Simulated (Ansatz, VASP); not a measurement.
# Ag (S3(111) boundary in fcc Ag): VASP beside Ansatz

Aim: how closely do two programs agree when they are given the same cell, functional and k mesh? The structure shown is the end of the VASP relaxation below.

Main program and level: Ansatz 0.2.0; plane waves, with VASP 6.6.1 beside it; single point at r2SCAN.

### 1. Starting point

The cell holds 8 atoms: 8 Ag. Cell: a = 2.889 Å, b = 2.889 Å, c = 27.514 Å, α = 90.0°, β = 90.0°, γ = 120.0°. It derives from Ag. As first built, before any earlier steps moved the atoms (in the runner's words): plane [1, 1, 1]; removed 1; opened 0. Vacuum lies along c.

Coordinates:

```xyz
8
Lattice="2.8894 0.0000 0.0000 -1.4447 2.5023 0.0000 0.0000 0.0000 27.5142" Properties=species:S:1:pos:R:3
Ag    0.0000    0.0000    5.0000
Ag    0.0000    1.6682    7.3592
Ag    1.4447    0.8341    9.7426
Ag    0.0000    0.0000   12.1241
Ag    1.4447    0.8341   14.5236
Ag    0.0000    1.6682   16.8998
Ag    0.0000    0.0000   19.2894
Ag    1.4447    0.8341   21.6590
```

### 2. VASP: relaxation, r2SCAN

This run makes the geometry at which the two programs are then compared.

Lines of VASP's logs that name or quote its potential files are left out, and so is its time.

INCAR

```
SYSTEM = Ag
PREC = Normal
ENCUT = 300
EDIFF = 1E-05
NELM = 120
ISMEAR = -1
SIGMA = 0.1
LREAL = Auto
ALGO = Normal
METAGGA = R2SCAN
LASPH = .TRUE.
NBANDS = 54
LORBIT = 11
LWAVE = .FALSE.
LCHARG = .FALSE.
KPAR = 4
IBRION = 2
NSW = 60
ISIF = 2
EDIFFG = -0.03
POTIM = 0.4
MAXMIX = 40
```

POSCAR

```
Ag
1.0
    2.8893797293      0.0000000000      0.0000000000
   -1.4446898646      2.5022762467      0.0000000000
    0.0000000000      0.0000000000     27.5141806900
Ag
8
Selective dynamics
Direct
    0.0000000000      1.0000000000      0.1817244735  F F F
    0.3333333333      0.6666666666      0.2674682104  F F F
    0.6666666667      0.3333333333      0.3532119473  T T T
    0.0000000000      0.0000000000      0.4389556842  T T T
    0.6666666667      0.3333333333      0.5246994211  T T T
    0.3333333333      0.6666666666      0.6104431580  T T T
    0.0000000000      1.0000000000      0.6961868949  T T T
    0.6666666667      0.3333333333      0.7819306318  T T T
```

KPOINTS

```
Automatic mesh
0
Gamma
9 9 1
0 0 0
```

PAW data sets: Ag (PBE family, release 64).

On the command line:

```console
> mpirun -np 4 vasp_std
```

Numbers of over 12 decimals in the logs are rounded to 6 here.

Output:

```text
[banner, memory and clock lines left out]
running    4 mpi-ranks, on    1 nodes
 distrk:  each k-point on    1 cores,    4 groups
 distr:  one band on    1 cores,    1 groups

 POSCAR found type information on POSCAR Ag
 POSCAR found :  1 types and       8 ions
|                                                                             |
|               ----> ADVICE to this user running VASP <----                  |
|                                                                             |
|     You have a (more or less) 'small supercell' and for smaller cells       |
|     it is recommended to use the reciprocal-space projection scheme!        |
|     The real-space optimization is not efficient for small cells and it     |
|     is also less accurate ...                                               |
|     Therefore, set LREAL=.FALSE. in the INCAR file.                         |
|                                                                             |

|                                                                             |
|               ----> ADVICE to this user running VASP <----                  |
|                                                                             |
|     You enforced a specific xc type in the INCAR file but a different       |
|     [... a line on the potential file left out ...]
|     I HOPE YOU KNOW WHAT YOU ARE DOING!                                     |
|                                                                             |

 LDA part: xc-table for (None), standard interpolation
 POSCAR, INCAR and KPOINTS ok, starting setup
 FFT: planning ... GRIDC
 FFT: planning ... GRID_SOFT
 FFT: planning ... GRID
 WAVECAR not read
 entering main loop
       N       E                     dE             d eps       ncg     rms          rms(c)
DAV:   1     0.271125219909E+03    0.27113E+03   -0.33956E+04  1344   0.102E+03
DAV:   2    -0.185637452160E+03   -0.45676E+03   -0.43720E+03  1388   0.277E+02
DAV:   3    -0.197871480682E+03   -0.12234E+02   -0.12093E+02  1428   0.482E+01
DAV:   4    -0.198013601779E+03   -0.14212E+00   -0.14201E+00  1532   0.496E+00
DAV:   5    -0.198016976496E+03   -0.33747E-02   -0.33745E-02  1476   0.745E-01    0.162E+01
DAV:   6    -0.170629204237E+03    0.27388E+02   -0.39158E+01  1332   0.393E+01    0.134E+01
DAV:   7    -0.170334524697E+03    0.29468E+00   -0.10243E+00  1404   0.699E+00    0.816E+00
DAV:   8    -0.170496836285E+03   -0.16231E+00   -0.24055E+00  1358   0.176E+01    0.240E+00
DAV:   9    -0.170283047052E+03    0.21379E+00   -0.19616E+00  1386   0.126E+01    0.768E-01
DAV:  10    -0.170283571475E+03   -0.52442E-03   -0.13689E-01  1376   0.338E+00    0.475E-01
DAV:  11    -0.170279858469E+03    0.37130E-02   -0.70031E-02  1448   0.274E+00    0.262E-01
DAV:  12    -0.170278709298E+03    0.11492E-02   -0.19458E-02  1390   0.121E+00    0.111E-01
DAV:  13    -0.170279023849E+03   -0.31455E-03   -0.14495E-03  1350   0.230E-01    0.717E-02
DAV:  14    -0.170279052648E+03   -0.28798E-04   -0.16865E-04  1354   0.943E-02    0.425E-02
DAV:  15    -0.170279008325E+03    0.44323E-04   -0.16121E-04  1354   0.836E-02    0.200E-02
DAV:  16    -0.170279036279E+03   -0.27954E-04   -0.44508E-05  1120   0.339E-02    0.136E-02
DAV:  17    -0.170279082751E+03   -0.46473E-04   -0.12545E-05   866   0.317E-02    0.971E-03
DAV:  18    -0.170279118861E+03   -0.36110E-04   -0.64685E-06   854   0.172E-02    0.916E-03
DAV:  19    -0.170279127639E+03   -0.87776E-05   -0.12531E-05   858   0.244E-02
   1 F= -.17027913E+03 E0= -.17025371E+03  d E =-.170279E+03
[... from here on, the cycles between the ionic steps are left out ...]
   2 F= -.17027954E+03 E0= -.17025416E+03  d E =-.409690E-03
   7 F= -.17028137E+03 E0= -.17025618E+03  d E =-.137296E-02
   8 F= -.17028142E+03 E0= -.17025627E+03  d E =-.142587E-02
   9 F= -.17028233E+03 E0= -.17025720E+03  d E =-.907212E-03
  10 F= -.17028274E+03 E0= -.17025765E+03  d E =-.132323E-02
  11 F= -.17028304E+03 E0= -.17025795E+03  d E =-.291713E-03
  12 F= -.17028348E+03 E0= -.17025844E+03  d E =-.740997E-03
  13 F= -.17028410E+03 E0= -.17025914E+03  d E =-.135181E-02
  14 F= -.17028571E+03 E0= -.17026077E+03  d E =-.161363E-02
  15 F= -.17028602E+03 E0= -.17026110E+03  d E =-.192641E-02
  16 F= -.17028631E+03 E0= -.17026140E+03  d E =-.221482E-02
  17 F= -.17028630E+03 E0= -.17026139E+03  d E =-.220540E-02
  18 F= -.17028630E+03 E0= -.17026139E+03  d E =-.220764E-02
 curvature:  -4.66 expect dE=-0.826E-03 dE for cont linesearch -0.764E-07
 trial: gam= 0.17972 g(F)=  0.177E-03 g(S)=  0.000E+00 ort =-0.794E-05 (trialstep = 0.240E+01)
 search vector abs. value=  0.299E-03
 bond charge predicted
       N       E                     dE             d eps       ncg     rms          rms(c)
DAV:   1    -0.170285219840E+03    0.10895E-02   -0.47322E-01  1296   0.263E+00    0.513E-02
DAV:   2    -0.170286581632E+03   -0.13618E-02   -0.33430E-03  1314   0.311E-01    0.463E-02
DAV:   3    -0.170286621367E+03   -0.39734E-04   -0.30905E-04  1328   0.843E-02    0.296E-02
DAV:   4    -0.170286606384E+03    0.14982E-04   -0.98169E-05  1342   0.608E-02    0.178E-02
DAV:   5    -0.170286623626E+03   -0.17242E-04   -0.16519E-05   820   0.291E-02    0.129E-02
DAV:   6    -0.170286625393E+03   -0.17668E-05   -0.57993E-06   826   0.172E-02
  19 F= -.17028663E+03 E0= -.17026173E+03  d E =-.322220E-03
 trial-energy change:   -0.000322  1 .order   -0.000269   -0.000421   -0.000117
 step:   2.8094(harm=  3.3194)  dis= 0.00570  next Energy=  -170.286636 (dE=-0.333E-03)
 reached required accuracy - stopping structural energy minimisation
```

Parts of OUTCAR (step 2):

```text
ion  position               nearest neighbor table
   1  0.000  0.000  0.182-   2 2.89   2 2.89   2 2.89
   2  0.333  0.667  0.267-   1 2.89   3 2.89   3 2.89   1 2.89   3 2.89   1 2.89
   3  0.667  0.333  0.353-   4 2.89   2 2.89   2 2.89   4 2.89   2 2.89   4 2.89
   4  0.000  0.000  0.439-   5 2.89   3 2.89   5 2.89   3 2.89   5 2.89   3 2.89
   5  0.667  0.333  0.525-   4 2.89   6 2.89   6 2.89   4 2.89   6 2.89   4 2.89
   6  0.333  0.667  0.610-   7 2.89   5 2.89   5 2.89   7 2.89   5 2.89   7 2.89
   7  0.000  0.000  0.696-   6 2.89   8 2.89   8 2.89   6 2.89   8 2.89   6 2.89
   8  0.667  0.333  0.782-   7 2.89   7 2.89   7 2.89

  LATTYP: Found a hexagonal cell.
 ALAT       =     2.8893797293
 C/A-ratio  =     9.5225215333

 Subroutine GETGRP returns: Found  6 space group operations
 (whereof  6 operations were pure point group operations)

The static configuration has the point symmetry C_3v.

 Found     12 irreducible k-points:

   k-points           NKPTS =     12   k-points in BZ     NKDIM =     12   number of bands    NBANDS=     54

   dimension x,y,z NGX =    12 NGY =   12 NGZ =  120
   dimension x,y,z NGXF=    24 NGYF=   24 NGZF=  240

   ENCUT  =  300.0 eV  22.05 Ry    4.70 a.u.   4.08  4.08 38.86*2*pi/ulx,y,z

   NELECT =      88.0000    total number of electrons

 k-points in reciprocal lattice and weights: Automatic mesh
   0.00000000  0.00000000  0.00000000       0.012
   0.11111111  0.00000000  0.00000000       0.074
   0.22222222  0.00000000  0.00000000       0.074
   0.33333333  0.00000000  0.00000000       0.074
   0.44444444  0.00000000  0.00000000       0.074
   0.11111111  0.11111111  0.00000000       0.074
   0.22222222  0.11111111  0.00000000       0.148
   0.33333333  0.11111111  0.00000000       0.148
   0.44444444  0.11111111  0.00000000       0.074
   0.22222222  0.22222222  0.00000000       0.074
   0.33333333  0.22222222  0.00000000       0.148
   0.33333333  0.33333333  0.00000000       0.025

 average (electrostatic) potential at core
       1 -79.5413       2 -79.8256       3 -79.8489       4 -79.8212       5 -79.8203
       6 -79.8485       7 -79.8076       8 -79.5228

 E-fermi :   4.4548

 k-point     1 :       0.0000    0.0000    0.0000
  band No.  band energies     occupation
    ...
     45       1.0765      2.00000
     46       1.3047      2.00000
     47       2.5961      2.00000
     48       4.0711      1.95779
     49       4.4574      0.98688
     50       8.4771      0.00000
     51       8.6300      0.00000
     52       9.9445      0.00000
     53      10.4269      0.00000
     54      12.5502      0.00000

 k-point     2 :       0.1111    0.0000    0.0000
  band No.  band energies     occupation
    ...
     43       1.0472      2.00000
     44       1.0884      2.00000
     45       1.2724      2.00000
     46       2.1116      2.00000
     47       3.2873      1.99998
     48       4.6499      0.24887
     49       5.1902      0.00128
     50       8.6395      0.00000
     51       8.9117      0.00000
     52      10.2405      0.00000
    ...

 k-point     3 :       0.2222    0.0000    0.0000
  band No.  band energies     occupation
    ...
     43       1.1153      2.00000
     44       1.2824      2.00000
     45       2.1501      2.00000
     46       3.2351      1.99999
     47       4.5171      0.69833
     48       5.9199      0.00000
     49       6.8556      0.00000
     50       9.2207      0.00000
     51       9.7622      0.00000
     52      11.1334      0.00000
    ...

  Total       -0.5417818     -0.5417818      0.0552073     -0.0000000      0.0000000     -0.0000000
  in kB       -4.3635354     -4.3635354      0.4446422     -0.0000000      0.0000000     -0.0000000
  external PRESSURE =      -2.7608095 kB  Pullay stress =       0.0000000 kB

  energy-cutoff  :      300.00
  volume of cell :      198.93
      direct lattice vectors                 reciprocal lattice vectors
     2.889379729  0.000000000  0.000000000     0.346095042  0.199818066  0.000000000
    -1.444689865  2.502276247  0.000000000     0.000000000  0.399636132  0.000000000
     0.000000000  0.000000000 27.514180690     0.000000000  0.000000000  0.036344895

 POSITION                                       TOTAL-FORCE (eV/Angst)
 -----------------------------------------------------------------------------------
      0.00000      0.00000      5.00000        -0.000000      0.000000     -0.039008
      0.00000      1.66818      7.35917         0.000000      0.000000      0.020119
      1.44469      0.83409      9.74264         0.000000      0.000000     -0.000168
      0.00000      0.00000     12.12408        -0.000000      0.000000     -0.015428
      1.44469      0.83409     14.52357        -0.000000      0.000000      0.013128
      0.00000      1.66818     16.89982        -0.000000     -0.000000      0.016976
     -1.44469      2.50228     19.28940         0.000000     -0.000000      0.005311
      1.44469      0.83409     21.65902         0.000000      0.000000     -0.000930
 -----------------------------------------------------------------------------------
    total drift:                               -0.000002     -0.000014      0.030846

  FREE ENERGIE OF THE ION-ELECTRON SYSTEM (eV)
  ---------------------------------------------------
  free  energy   TOTEN  =      -170.2866253930 eV

  energy  without entropy=     -170.2368355048  energy(sigma->0) =     -170.26173045

 reached required accuracy - stopping structural energy minimisation

 total charge
# of ion       s       p       d       tot
------------------------------------------
    1        0.453   0.222   9.182   9.858
    2        0.444   0.288   9.174   9.906
    3        0.440   0.291   9.171   9.902
    4        0.443   0.291   9.167   9.901
    5        0.443   0.291   9.167   9.902
    6        0.440   0.290   9.171   9.901
    7        0.443   0.286   9.173   9.903
    8        0.453   0.221   9.182   9.856
--------------------------------------------------
tot          3.559   2.181  73.387  79.127

[... 3 further parts left out ...]
```

The run keeps the 6 symmetry operations of its start, so it cannot find a distortion of lower symmetry.

### 3. Ansatz: single point, r2SCAN

Ansatz runs on its default PAW (the set named soft_2) files.

The same cell, functional, mesh and smearing now go to Ansatz, which takes its cutoff from its data sets.

input.yaml

```yaml
crystal:
  lattice:
    - [2.88937973, 0.0, 0.0]
    - [-1.44468986, 2.50227625, 0.0]
    - [0.0, 0.0, 27.51418069]
  atoms:
    - { symbol: Ag, position: [0.0, 0.0, 0.18172447] }
    - { symbol: Ag, position: [0.33333333, 0.66666667, 0.26746821] }
    - { symbol: Ag, position: [0.66666667, 0.33333333, 0.35409512] }
    - { symbol: Ag, position: [0.0, 0.0, 0.44064846] }
    - { symbol: Ag, position: [0.66666667, 0.33333333, 0.52785748] }
    - { symbol: Ag, position: [0.33333333, 0.66666667, 0.61422207] }
    - { symbol: Ag, position: [0.0, 0.0, 0.70107124] }
    - { symbol: Ag, position: [0.66666667, 0.33333333, 0.78719488] }
hamiltonian:
  xc: r2scan
  pseudopotentials: { kind: paw }
kpoints:
  mp_grid: { grid: [9, 9, 1] }
scf:
  occupations: { method: fermi_dirac, width: 0.1 }
  n_extra_bands: 6
output:
  forces: true
  eigenvalues: true
```

On the command line:

```console
> ansatz run input.yaml --threads 4 --pin off --max-ram 9216MiB --backend cpu --events-out ev --progress --plain --runs-dir out
```

Output:

```text
scf.n_extra_bands = 6 over 76 filled bands (N_el = 152.0): the run solves 82 bands
Engine: ansatz 0.2.0, aarch64-unknown-linux-gnu
Pseudopotentials: kind: paw
Pseudopotential: Ag, paw, valence charge 19, recommended cutoff 500 eV (meta_gga), Ag.paw.azcp
Functional definition: r2SCAN
  parameter k0 = 0.174
  parameter k1 = 0.065
  parameter a1 = 4.9479
  exchange = r2scan_x(k0 = k0, k1 = k1, a1 = a1)
  correlation = r2scan_c
Crystal: 8 atoms, lattice volume = 198.928 Å³
Basis set: ecut = 500 eV, 4973 PW (Γ), exchange–correlation on 96×96×864 points (64 copies of the dense FFT grid, shifted against one another)
Bands: 82, of which v1, the nominal top of the filled ones, is band 76 counted from 1 (75 counted from 0)
Symmetry: 6 space group operations
Space group: P3m1 (ITA 156), of the structure as read, at distance tolerance 5.8e-5 Å
k-points: 12 of 81 (time reversal used)
Non-local potential: Ag, projectors of the file, l = 0: 3, l = 1: 2, l = 2: 2, l = 3: 1
PAW form: soft (Blöchl's): semilocal exchange-correlation on the pseudo side does not see the compensation charge
PAW frozen core: Ag, regenerated for the run's functional (the file was generated under x = pbe(κ = 0.804, μ = 0.219515), c = pbe(β = 0.066725))
PAW one-centre angular grid: Ag, 590 points (default); XC on 160 Gauss nodes
Initial density: superposition of atomic densities (neutral atoms: chi_scale 0, normalization atom), corrected by the library's trained network
Initial wavefunctions: pseudopotential atomic-orbital guess
Functional: x = r2scan, c = r2scan; τ floored in thin density (d = 2e-4 eV/Å³)
SCF iter   1: F=—  HF=-60830.863291 eV  |F-HF|=—  |Δ(HF+E_count)|=         —  Δρ=9.30e-3  dr2=1.71e-1  dr2_τ=5.11e-3  ethr=1.77e-3  ⟨swp⟩=5.7  Hψ=3402  notcnv=0
preconditioner: auto → LDOS  [insulator: Δε(μ)=0.300 eV  Ē_g=7.482 eV  σ=0.100 eV  W_gap=0.51  n_scr=64 (ndim 8)  ℏωp=24.7 eV  f_vac=0.290  D(μ)=1.34/eV (n_scr^D=8)  ε∞_Penn≈11.9  β→1.0]
SCF iter   2: F=—  HF=-60830.913205 eV  |F-HF|=—  |Δ(HF+E_count)|=   4.99e-2  Δρ=1.26e-2  dr2=2.72e-1  dr2_τ=1.26e-2  ethr=1.13e-4  ⟨swp⟩=2.2  Hψ=2233  notcnv=0  defer=2
SCF iter   3: F=—  HF=-60830.837355 eV  |F-HF|=—  |Δ(HF+E_count)|=   7.59e-2  Δρ=2.36e-3  dr2=9.44e-3  dr2_τ=5.75e-4  ethr=1.13e-4  ⟨swp⟩=2.0  Hψ=1848  notcnv=0  defer=2
SCF iter   4: F=—  HF=-60830.834592 eV  |F-HF|=—  |Δ(HF+E_count)|=   2.76e-3  Δρ=2.83e-4  dr2=1.51e-4  dr2_τ=1.25e-5  ethr=6.21e-6  ⟨swp⟩=2.8  Hψ=2118  notcnv=0  defer=2
SCF iter   5: F=—  HF=-60830.834595 eV  |F-HF|=—  |Δ(HF+E_count)|=   2.72e-6  Δρ=1.09e-4  dr2=3.54e-5  dr2_τ=1.75e-6  ethr=9.93e-8  ⟨swp⟩=2.2  Hψ=1767  notcnv=0  defer=2
SCF iter   6: F=—  HF=-60830.834608 eV  |F-HF|=—  |Δ(HF+E_count)|=   1.31e-5  Δρ=2.69e-5  dr2=1.73e-6  dr2_τ=1.56e-7  ethr=2.33e-8  ⟨swp⟩=2.0  Hψ=1525  notcnv=0  defer=2
SCF iter   7: F=—  HF=-60830.834608 eV  |F-HF|=—  |Δ(HF+E_count)|=   9.56e-8  Δρ=6.59e-6  dr2=2.42e-7  dr2_τ=9.86e-9  ethr=1.14e-9  ⟨swp⟩=2.7  Hψ=1933  notcnv=0  defer=2
SCF iter   8: F=-60830.834608 eV  HF=-60830.834608 eV  |F-HF|=1.26e-8  |Δ(HF+E_count)|=   1.80e-8  Δρ=3.06e-6  dr2=3.16e-8  dr2_τ=1.31e-9  ethr=6.58e-11  ⟨swp⟩=7.0  Hψ=3927  notcnv=0
SCF 1 converged in 8 iterations: F = -60830.834608 eV  dr2 = 3.16e-8
  greatest PAW one-centre occupation: 1.001 electrons in one spin orbital (limit 2), on the Ag atom at site 7 (counted from 0), in its partial waves of l = 1
SCF converged after 8 iterations
Free energy (F): -60830.834608 eV
Harris-Foulkes:  -60830.834608 eV  (|F-HF|=1.26e-8)
Internal energy: -60830.785329 eV  (E = F + TS)
E sigma→0 (E₀):  -60830.809969 eV
Entropy (-TS):   -0.049279 eV (-6.160 meV/atom)
Fermi energy:    10.591007 eV
--- Per-component energies (eV) ---
  E_band       = -3062.341013
  E_kinetic    = 4224.405082
  E_local      = -146312.665111  (includes V_loc(G=0)·N_el)
  E_nonlocal   = 650.967659
  E_hartree    = 71872.735648
  E_xc         = -1426.122378
  E_vxc        = -2101.647022  (∫ρ·V_xc dr)
  E_paw        = -31380.209467  (= ΣΔE_a)
  E_vpaw       = -3420.529768  (= ΣTr[D̂ρ^β])
  E_aug_tail   = 0.000490  (compensation charges beyond the density's cutoff)
  E_vtau       = 151.706677  (kinetic-family band-sum trace: ∫τ·v_τ [+ j·A + Jᵃ·Aᵃ] dr)
  E_ewald      = 41544.177234
  E_core_change = -4.074486  (= ΣΔE_core)
  E_smearing   = -0.049279  (= −TS)
  E_closure    = -0.000000  (closes the sum)
  Σ components = -60830.834608   (vs F -60830.834608, Δ=0.00e0)
--- Forces (eV/Å), atoms counted from 1 ---
  atom   1  Ag     0.00000000     0.00000000    -0.02261548
  atom   2  Ag     0.00000000     0.00000000     0.01608899
  atom   3  Ag    -0.00000000     0.00000000    -0.00384668
  atom   4  Ag     0.00000000    -0.00000000    -0.00640151
  atom   5  Ag     0.00000000    -0.00000000     0.00162421
  atom   6  Ag     0.00000000     0.00000000     0.02632713
  atom   7  Ag    -0.00000000     0.00000000    -0.00005954
  atom   8  Ag     0.00000000     0.00000000    -0.01112322
  max |Σ_I F_I| component: 6.10e-6 eV/Å
--- Band table (eV; the first three rows and the last of 12) ---
  k-point 0: bands = [... 72 lower, 6.9668, 7.1323, 7.1323, 7.1692, 7.1692, 7.4404, 8.7368, 10.2136, ... 2 higher]
  k-point 1: bands = [... 72 lower, 6.9403, 6.9743, 7.1394, 7.1812, 7.3831, 8.2356, 9.4205, 10.7883, ... 2 higher]
  k-point 2: bands = [... 72 lower, 6.9829, 7.1536, 7.2082, 7.3957, 8.2723, 9.3629, 10.6491, 12.0546, ... 2 higher]
  k-point 11: bands = [... 72 lower, 13.8968, 13.9078, 13.9128, 14.1371, 14.1602, 14.3251, 14.5622, 14.7476, ... 2 higher]
```

The job ended after 11 s (4 threads of Arm Neoverse V1, shared host; peak memory 1.1 GiB; 39 s of CPU time).

### 4. Differences

Known differences besides the potentials themselves: VASP keeps PBE cores, Ansatz makes them for the functional; the data sets hold 152 valence electrons in Ansatz (default PAW (the set named soft_2) files) and 88 in VASP; the cutoff is 500 eV in Ansatz and 300 eV in VASP (PREC = Normal, projectors in real space). Total energies have different zeros and are not compared.

At this near-relaxed geometry the largest component of a force difference is 16 meV/Å.

### 5. Summary of results

```
r.m.s. force difference (single point, r2SCAN) : 5.5 meV/Å
```

What this shows: The r.m.s. force difference is 5.5 meV/Å (single point, r2SCAN), within the 12 meV/Å picked in this series as the mark of a large difference. How closely two codes agree says nothing of how well the functional describes the real material.

[Lines on the potential files, build, host, timing and source positions are cut from VASP's logs without a mark.]

[Logs are printed without paths, hosts, clocks, repeated set-up lines and the standing remarks that a program may print on its own settings, such as how far it seeks lower states.]

[Hosts, paths, dates, database ids (printed as entryN), source tags and the programs' standing remarks are cut or masked in the printed files.]
